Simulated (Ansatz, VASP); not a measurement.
# Cross-check of Al3Ge2As3 between VASP and Ansatz, part 2 of 3

One calculation is typed for both programs; each brings its own data sets. How far apart do they land? The cell is generated by rule, not measured, and may not be a known phase. The cell is taken from a series of runs on this material, whose earlier steps may have relaxed, scaled, displaced or heated it; both programs get it as it stands.

VASP 6.6.1 and Ansatz 0.2.0.

So far: The starting structure; Ansatz: relaxation of cell and atoms, LDA, pair 1.

**3. VASP: relaxation of cell and atoms, LDA, pair 1**

Level of this step: LDA; plane waves and PAW (Al, As, Ge_d); invented cell (VASP).

The same cell, functional (in two slightly different forms), mesh and smearing now go to VASP, with its own data sets.

Lines of VASP's logs that name or quote its potential files are left out, and so is its time.

Contents of INCAR:

```
SYSTEM = Al3Ge2As3
PREC = Accurate
ENCUT = 500
EDIFF = 1E-07
NELM = 120
ISMEAR = 0
SIGMA = 0.1
LREAL = .FALSE.
ALGO = Normal
GGA = PW92
NBANDS = 34
LORBIT = 11
LWAVE = .FALSE.
LCHARG = .FALSE.
ISIF = 3
IBRION = 2
NSW = 80
EDIFFG = -0.005
LASPH = .TRUE.
GGA_COMPAT = .FALSE.
NELMIN = 4
KPAR = 2
```

Contents of POSCAR:

```
Al3Ge2As3
1.0
    2.8300000000      2.8300000000      0.0000000000
   -2.8300000000      2.8300000000      0.0000000000
    0.0000000000      0.0000000000     11.3200000000
Al As Ge
3 3 2
Direct
    0.0000000000      0.0000000000      0.0000000000
    0.5000000000      0.5000000000      0.2500000000
    0.0000000000      0.0000000000      0.5000000000
    0.5000000000      0.0000000000      0.1250000000
    0.0000000000      0.5000000000      0.3750000000
    0.5000000000      0.0000000000      0.6250000000
    0.5000000000      0.5000000000      0.7500000000
    0.0000000000      0.5000000000      0.8750000000
```

Contents of KPOINTS:

```
Automatic mesh
0
Gamma
6 6 2
0 0 0
```

PAW data sets: Al, As and Ge_d (LDA family, release 64).

Started as:

```sh
> mpirun -np 2 vasp_std
```

Numbers of over 12 decimals in the logs are rounded to 6 here.

The log of the run:

```text
[banner, memory and clock lines left out]
running    2 mpi-ranks, on    1 nodes
 distrk:  each k-point on    1 cores,    2 groups
 distr:  one band on    1 cores,    1 groups

 POSCAR found type information on POSCAR AlAsGe
 POSCAR found :  3 types and       8 ions
|                                                                             |
|               ----> ADVICE to this user running VASP <----                  |
|                                                                             |
|     You enforced a specific xc type in the INCAR file but a different       |
|     [... a line on the potential file left out ...]
|     I HOPE YOU KNOW WHAT YOU ARE DOING!                                     |
|                                                                             |

 LDA part: xc-table for (Slater(with rela. corr.)+PW92), standard interpolation
 POSCAR, INCAR and KPOINTS ok, starting setup
 FFT: planning ... GRIDC
 FFT: planning ... GRID_SOFT
 FFT: planning ... GRID
 WAVECAR not read
 entering main loop
       N       E                     dE             d eps       ncg     rms          rms(c)
DAV:   1     0.402865489776E+03    0.40287E+03   -0.22551E+04  2702   0.226E+03
DAV:   2     0.297899415869E+02   -0.37308E+03   -0.35765E+03  2208   0.634E+02
DAV:   3    -0.386014582430E+02   -0.68391E+02   -0.67429E+02  2536   0.159E+02
DAV:   4    -0.422708700169E+02   -0.36694E+01   -0.36541E+01  2688   0.439E+01
DAV:   5    -0.423626739344E+02   -0.91804E-01   -0.91703E-01  2706   0.720E+00    0.677E+00
DAV:   6    -0.414011232405E+02    0.96155E+00   -0.10944E+00  2878   0.191E+01    0.385E+00
DAV:   7    -0.411864264904E+02    0.21470E+00   -0.10661E+00  2924   0.517E+00    0.109E+00
DAV:   8    -0.411746376623E+02    0.11789E-01   -0.17789E-01  2856   0.475E+00    0.430E-01
DAV:   9    -0.411687943860E+02    0.58433E-02   -0.29163E-02  2922   0.269E+00    0.145E-01
DAV:  10    -0.411692409756E+02   -0.44659E-03   -0.48194E-03  3168   0.482E-01    0.103E-01
DAV:  11    -0.411691361865E+02    0.10479E-03   -0.74444E-04  2758   0.353E-01    0.376E-02
DAV:  12    -0.411691488338E+02   -0.12647E-04   -0.11160E-04  2564   0.594E-02    0.125E-02
DAV:  13    -0.411691512557E+02   -0.24219E-05   -0.11154E-05  3228   0.242E-02    0.527E-03
DAV:  14    -0.411691499208E+02    0.13349E-05   -0.66601E-06  2910   0.376E-02    0.153E-03
DAV:  15    -0.411691499963E+02   -0.75533E-07   -0.91001E-07  2460   0.685E-03
   1 F= -.41169150E+02 E0= -.41165716E+02  d E =-.411691E+02
[... from here on, the cycles between the ionic steps are left out ...]
   2 F= -.41201899E+02 E0= -.41199933E+02  d E =-.327489E-01
   3 F= -.41202254E+02 E0= -.41200415E+02  d E =-.331045E-01
   4 F= -.41206365E+02 E0= -.41204711E+02  d E =-.411030E-02
   5 F= -.41206365E+02 E0= -.41204711E+02  d E =-.411014E-02
   6 F= -.41207684E+02 E0= -.41206083E+02  d E =-.131915E-02
   7 F= -.41207916E+02 E0= -.41206349E+02  d E =-.155178E-02
   8 F= -.41208262E+02 E0= -.41206701E+02  d E =-.345923E-03
   9 F= -.41208287E+02 E0= -.41206734E+02  d E =-.370745E-03
  10 F= -.41208341E+02 E0= -.41206784E+02  d E =-.424576E-03
  11 F= -.41208409E+02 E0= -.41206853E+02  d E =-.679686E-04
  12 F= -.41208417E+02 E0= -.41206861E+02  d E =-.764611E-04
 curvature:  -0.74 expect dE=-0.269E-04 dE for cont linesearch -0.340E-07
 trial: gam= 0.24875 g(F)=  0.200E-04 g(S)=  0.163E-04 ort =-0.321E-05 (trialstep = 0.126E+01)
 search vector abs. value=  0.485E-04
 bond charge predicted
       N       E                     dE             d eps       ncg     rms          rms(c)
DAV:   1    -0.412084620667E+02   -0.44634E-04   -0.69624E-03  2528   0.463E-01    0.324E-02
DAV:   2    -0.412084576077E+02    0.44590E-05   -0.17962E-04  2826   0.107E-01    0.196E-02
DAV:   3    -0.412084484377E+02    0.91700E-05   -0.16197E-05  3258   0.363E-02    0.464E-03
DAV:   4    -0.412084485244E+02   -0.86678E-07   -0.52140E-06  2646   0.148E-02    0.173E-03
DAV:   5    -0.412084485054E+02    0.19030E-07   -0.28745E-07  2264   0.435E-03
  13 F= -.41208449E+02 E0= -.41206894E+02  d E =-.310732E-04
 trial-energy change:   -0.000031  1 .order   -0.000031   -0.000045   -0.000017
 step:   2.0629(harm=  2.0629)  dis= 0.00168  next Energy=   -41.208454 (dE=-0.366E-04)
 reached required accuracy - stopping structural energy minimisation
```

Parts of OUTCAR (step 3):

```text
ion  position               nearest neighbor table
   1  0.000  0.000  0.000-   4 2.45   8 2.45   8 2.45   4 2.45
   2  0.500  0.500  0.250-   4 2.45   5 2.45   4 2.45   5 2.45
   3  0.000  0.000  0.500-   5 2.45   6 2.45   5 2.45   6 2.45
   4  0.500  0.000  0.125-   1 2.45   2 2.45   2 2.45   1 2.45
   5  0.000  0.500  0.375-   2 2.45   3 2.45   3 2.45   2 2.45
   6  0.500  0.000  0.625-   3 2.45   7 2.45   7 2.45   3 2.45
   7  0.500  0.500  0.750-   6 2.45   8 2.45   6 2.45   8 2.45
   8  0.000  0.500  0.875-   1 2.45   7 2.45   1 2.45   7 2.45

  LATTYP: Found a simple tetragonal cell.
 ALAT       =     4.0022243815
 C/A-ratio  =     2.8284271247

 Subroutine GETGRP returns: Found  4 space group operations
 (whereof  4 operations were pure point group operations)

The static configuration has the point symmetry C_2v.

 Found     32 irreducible k-points:

   k-points           NKPTS =     32   k-points in BZ     NKDIM =     32   number of bands    NBANDS=     34

   dimension x,y,z NGX =    30 NGY =   30 NGZ =   84
   dimension x,y,z NGXF=    60 NGYF=   60 NGZF=  168

   ENCUT  =  500.0 eV  36.75 Ry    6.06 a.u.   7.30  7.30 20.64*2*pi/ulx,y,z

   NELECT =      52.0000    total number of electrons

 k-points in reciprocal lattice and weights: Automatic mesh
   0.00000000  0.00000000  0.00000000       0.014
   0.16666667  0.00000000  0.00000000       0.028
   0.00000000  0.16666667  0.00000000       0.028
   0.33333333  0.00000000  0.00000000       0.028
   0.00000000  0.33333333  0.00000000       0.028
   0.50000000  0.00000000  0.00000000       0.014
   0.00000000  0.50000000  0.00000000       0.014
   0.16666667  0.16666667  0.00000000       0.056
   0.33333333  0.16666667  0.00000000       0.056
[...]
-0.33333333  0.50000000  0.50000000       0.028
   0.50000000  0.50000000  0.50000000       0.014

 average (electrostatic) potential at core
       1 -73.7795       2 -74.3228       3 -74.4525       4 -52.8752       5 -53.0624
       6 -53.5718       7 -75.7957       8 -74.8175

 E-fermi :   4.5563

 k-point     1 :       0.0000    0.0000    0.0000
  band No.  band energies     occupation
    ...
     22       2.7343      2.00000
     23       2.7437      2.00000
     24       3.9764      2.00000
     25       4.0772      2.00000
     26       4.5126      1.46320
     27       4.7322      0.01283
     28       5.2444      0.00000
     29       5.9809      0.00000
     30       6.0550      0.00000
     31       6.4372      0.00000
    ...

 k-point     2 :       0.1667    0.0000    0.0000
  band No.  band energies     occupation
    ...
     22       2.3358      2.00000
     23       2.6117      2.00000
     24       2.8449      2.00000
     25       3.5533      2.00000
     26       4.4993      1.57953
     27       5.1307      0.00000
     28       6.0168      0.00000
     29       6.7879      0.00000
     30       7.1473      0.00000
     31       7.3958      0.00000
    ...

 k-point     3 :       0.0000    0.1667    0.0000
  band No.  band energies     occupation
    ...
     22       2.4740      2.00000
     23       2.8364      2.00000
     24       3.1540      2.00000
     25       3.4145      2.00000
     26       3.9767      2.00000
     27       5.5326      0.00000
     28       6.0802      0.00000
     29       6.6071      0.00000
     30       6.9854      0.00000
     31       7.2556      0.00000
    ...

  Total       -0.0166241     -0.0166241      0.0074813      0.0052676      0.0000000      0.0000000
  in kB       -0.1476090     -0.1476090      0.0664282      0.0467724      0.0000000      0.0000000
  external PRESSURE =      -0.0762633 kB  Pullay stress =       0.0000000 kB

  energy-cutoff  :      500.00
  volume of cell :      180.44
      direct lattice vectors                 reciprocal lattice vectors
     2.825950309  2.825950309  0.000000000     0.176931632  0.176931632  0.000000000
    -2.845053644  2.845053644  0.000000000    -0.175743611  0.175743611  0.000000000
     0.000000000  0.000000000 11.221479985     0.000000000  0.000000000  0.089114805

 POSITION                                       TOTAL-FORCE (eV/Angst)
 -----------------------------------------------------------------------------------
      0.00000      0.00000     11.20073        -0.000000     -0.000000      0.000443
     -0.00955      2.83550      2.78675        -0.000000     -0.000000      0.001800
      0.00000      0.00000      5.58600         0.000000      0.000000     -0.002541
      1.41298      1.41298      1.40944        -0.000000     -0.000000     -0.003616
     -1.42253      1.42253      4.21073        -0.000000     -0.000000     -0.003043
      1.41298      1.41298      6.99339        -0.000000     -0.000000      0.001970
     -0.00955      2.83550      8.47347        -0.000000     -0.000000      0.003204
     -1.42253      1.42253      9.83614        -0.000000     -0.000000      0.001783
 -----------------------------------------------------------------------------------
    total drift:                                0.000000     -0.000000      0.000347

  FREE ENERGIE OF THE ION-ELECTRON SYSTEM (eV)
  ---------------------------------------------------
  free  energy   TOTEN  =       -41.2084485054 eV

  energy  without entropy=      -41.2053396992  energy(sigma->0) =      -41.20689410

 reached required accuracy - stopping structural energy minimisation

 total charge
# of ion       s       p       d       tot
------------------------------------------
    1        0.423   0.394   0.000   0.817
    2        0.414   0.375   0.000   0.789
    3        0.415   0.382   0.000   0.796
    4        1.205   1.686   0.025   2.915
    5        1.204   1.692   0.025   2.921
    6        1.220   1.604   0.033   2.857
    7        1.151   1.184  10.036  12.372
    8        1.143   1.372  10.006  12.521
--------------------------------------------------
tot          7.174   8.690  20.124  35.989

[... 3 further parts left out ...]
```

**4. Side by side**

Known differences besides the potentials themselves: the data sets hold 82 valence electrons in Ansatz (on its default PAW (the set named soft_2) files) and 52 in VASP; the cutoff is 420 eV in Ansatz and 500 eV in VASP; VASP's log shows a relativistic correction to its local exchange, Ansatz's none; Ansatz adds a Pulay correction to the stress that steers its cell, VASP none. Total energies have different zeros and are not compared.

Compared:

```tsv
quantity	Ansatz	VASP	difference
volume (Å³)	179.89	180.44	-0.31 %
edge a after relaxation, in the typed setting (Å)	3.992	3.997	-0.12 %
edge b after relaxation, in the typed setting (Å)	4.019	4.024	-0.10 %
edge c after relaxation, in the typed setting (Å)	11.212	11.222	-0.09 %
```

**5. VASP: relaxation of cell and atoms, LDA, pair 2**

The relaxed volume is the usual yardstick between codes: in a stiff, nearly cubic crystal its relative difference is about their pressure difference at one cell divided by the bulk modulus.

INCAR is that of step 3.

Contents of POSCAR:

```
Al3Ge2As3
1.0
    2.8225920000      2.8225920000      0.0000000000
   -2.8421270000      2.8421270000      0.0000000000
    0.0000000000      0.0000000000     11.2118260000
Al As Ge
3 3 2
Direct
    0.0000001771      0.0000000000      0.9982522918
    0.5000001771      0.5000000000      0.2483461659
    0.0000001771      0.0000000000      0.4977811821
    0.5000001771      0.0000000000      0.1256365377
    0.0000001771      0.5000000000      0.3752582318
    0.5000001771      0.0000000000      0.6232144523
    0.5000001771      0.5000000000      0.7550563129
    0.0000001771      0.5000000000      0.8764550039
```

Contents of KPOINTS:

```
Automatic mesh
0
Gamma
8 8 4
0 0 0
```

Started as:

```sh
> mpirun -np 2 vasp_std
```

The log of the run:

```text
[banner, memory and clock lines left out]
running    2 mpi-ranks, on    1 nodes
[...]
[... a notice as in an earlier step ...]

 LDA part: xc-table for (Slater(with rela. corr.)+PW92), standard interpolation
 POSCAR, INCAR and KPOINTS ok, starting setup
[...]
entering main loop
       N       E                     dE             d eps       ncg     rms          rms(c)
DAV:   1     0.402860435348E+03    0.40286E+03   -0.22576E+04  6326   0.230E+03
DAV:   2     0.292763429201E+02   -0.37358E+03   -0.35820E+03  5196   0.635E+02
DAV:   3    -0.386268337417E+02   -0.67903E+02   -0.66422E+02  5922   0.159E+02
DAV:   4    -0.423314676036E+02   -0.37046E+01   -0.36869E+01  6332   0.439E+01
[...]
DAV:  13    -0.412271963409E+02   -0.15422E-05   -0.81532E-06  7244   0.161E-02    0.382E-03
DAV:  14    -0.412271960641E+02    0.27677E-06   -0.10980E-06  6016   0.764E-03    0.213E-03
DAV:  15    -0.412271960533E+02    0.10878E-07   -0.35029E-07  5406   0.448E-03
   1 F= -.41227196E+02 E0= -.41226601E+02  d E =-.412272E+02
[... from here on, the cycles between the ionic steps are left out ...]
   2 F= -.41227609E+02 E0= -.41227022E+02  d E =-.413423E-03
   3 F= -.41227642E+02 E0= -.41227053E+02  d E =-.446303E-03
   4 F= -.41227721E+02 E0= -.41227140E+02  d E =-.789319E-04
   5 F= -.41227731E+02 E0= -.41227152E+02  d E =-.886971E-04
   6 F= -.41227730E+02 E0= -.41227156E+02  d E =-.880328E-04
   7 F= -.41227734E+02 E0= -.41227157E+02  d E =-.917416E-04
   8 F= -.41227750E+02 E0= -.41227171E+02  d E =-.160945E-04
   9 F= -.41227754E+02 E0= -.41227173E+02  d E =-.196344E-04
  10 F= -.41227758E+02 E0= -.41227176E+02  d E =-.408098E-05
 trial-energy change:   -0.000004  1 .order   -0.000003   -0.000008    0.000001
 step:   1.1236(harm=  1.0708)  dis= 0.00025  next Energy=   -41.227758 (dE=-0.413E-05)
 reached required accuracy - stopping structural energy minimisation
```

From OUTCAR (step 5):

```text
  Total       -0.0121798     -0.0121798     -0.0182896      0.0056853      0.0000000      0.0000000
  in kB       -0.1081958     -0.1081958     -0.1624696      0.0505033      0.0000000      0.0000000
  external PRESSURE =      -0.1262871 kB  Pullay stress =       0.0000000 kB

 POSITION                                       TOTAL-FORCE (eV/Angst)
 -----------------------------------------------------------------------------------
      0.00000      0.00000     11.21751         0.000000     -0.000000     -0.001873
     -0.00947      2.83262      2.78993         0.000000     -0.000000     -0.002579
      0.00000      0.00000      5.59383         0.000000     -0.000000      0.001036
      1.41158      1.41158      1.41130         0.000000     -0.000000      0.000579
     -1.42104      1.42105      4.21648         0.000000     -0.000000     -0.001130
     -1.43051      4.25367      7.00442         0.000000     -0.000000      0.000824
     -0.00947      2.83262      8.48994         0.000000     -0.000000      0.001346
     -1.42104      1.42105      9.85354        -0.000000      0.000000      0.001797
 -----------------------------------------------------------------------------------
    total drift:                               -0.000841     -0.000841      0.000372

  FREE ENERGIE OF THE ION-ELECTRON SYSTEM (eV)
  ---------------------------------------------------
  free  energy   TOTEN  =       -41.2277578130 eV

  energy  without entropy=      -41.2265944922  energy(sigma->0) =      -41.22717615

[... 1 part as in an earlier step ...]

[... 3 further parts left out ...]
[key lines of the parts left out:]
E-fermi :   4.5916
```

**6. Ansatz: relaxation of cell and atoms, LDA, pair 2**

The same cell, functional (in two slightly different forms), mesh and smearing now go to Ansatz, which takes its cutoff from its data sets.

The cell is taken from a series of runs on this material, whose earlier steps may have relaxed, scaled, displaced or heated it; both programs get it as it stands.

Contents of input.yaml:

```yaml
crystal:
  lattice:
    - [2.8225921932, 2.8225921932, 0.0]
    - [-2.842126894, 2.842126894, 0.0]
    - [0.0, 0.0, 11.2118263154]
  atoms:
    - { symbol: Al, position: [0.0, 0.0, -0.0017477328] }
    - { symbol: Al, position: [0.5, 0.5, 0.2483461466] }
    - { symbol: Al, position: [0.0, 0.0, 0.4977811634] }
    - { symbol: As, position: [0.5, 0.0, 0.1256365343] }
    - { symbol: As, position: [1.0, 0.5, 0.3752582135] }
    - { symbol: As, position: [0.5, 0.0, 0.6232144596] }
    - { symbol: Ge, position: [0.5, 0.5, 0.7550562698] }
    - { symbol: Ge, position: [1.0, 0.5, 0.8764549456] }
kpoints:
  mp_grid: { grid: [8, 8, 4] }
hamiltonian:
  xc: lda
scf:
  occupations: { method: gaussian, width: 0.1 }
output:
  forces: true
  stress: true
  eigenvalues: true
  write_density: true
  write_potential: true
  elf: true
  volumetric_format: npy
relax:
  adjacent_minimum: "off"
  f_tol: 0.005
  max_steps: 80
  cell: { stress_tol: 0.05 }
```

Started as:

```sh
> ansatz run input.yaml --threads 8 --pin off --max-ram 14336MiB --backend cpu --events-out ev --progress --plain --runs-dir out
```

The log of the run:

```text
[...]
Crystal: 8 atoms, lattice volume = 179.886 Å³
Basis set: ecut = 420 eV, 3505 PW (Γ)
Bands: 50, of which v1, the nominal top of the filled ones, is band 41 counted from 1 (40 counted from 0)
Symmetry: 4 space group operations
[...]
k-points: 75 of 256 (time reversal used)
[...]
- [-2.839399, 2.839399, 0]
    - [0, 0, 11.226313]
  atoms:
    - { symbol: Al, position: [0, 0, -0.00177947] }
    - { symbol: Al, position: [0.500000, 0.500000, 0.248261] }
    - { symbol: Al, position: [0, 0, 0.497651] }
    - { symbol: As, position: [0.5, 0, 0.125659] }
    - { symbol: As, position: [1.0, 0.5, 0.375129] }
    - { symbol: As, position: [0.5, 0, 0.623122] }
    - { symbol: Ge, position: [0.500000, 0.500000, 0.755291] }
    - { symbol: Ge, position: [1.0, 0.5, 0.876666] }
[key lines of the parts left out:]
SCF converged after 5 iterations
Free energy (F): -24293.222932 eV
Fermi energy:    7.280361 eV
P = ⅓ Tr σ = -0.0044 GPa (-0.044 kbar)
```

**7. Comparison**

What differs besides the data sets and the points named for the pairs above, as far as they apply: the data sets hold 82 valence electrons in Ansatz (on its default PAW (the set named soft_2) files) and 52 in VASP. Total energies have different zeros and are not compared.

Compared:

```tsv
quantity	Ansatz	VASP	difference
volume (Å³)	179.83	180.36	-0.30 %
edge a after relaxation, in the typed setting (Å)	3.989	3.993	-0.09 %
edge b after relaxation, in the typed setting (Å)	4.016	4.019	-0.09 %
edge c after relaxation, in the typed setting (Å)	11.226	11.239	-0.12 %
```

[end of part 2 of 3]

[Lines on the potential files, build, host, timing and source positions are cut from VASP's logs without a mark.]

[Logs are printed without paths, hosts, clocks, repeated set-up lines and the standing remarks that a program may print on its own settings, such as how far it seeks lower states.]

[Hosts, paths, dates, database ids (printed as entryN), source tags and the programs' standing remarks are cut or masked in the printed files.]
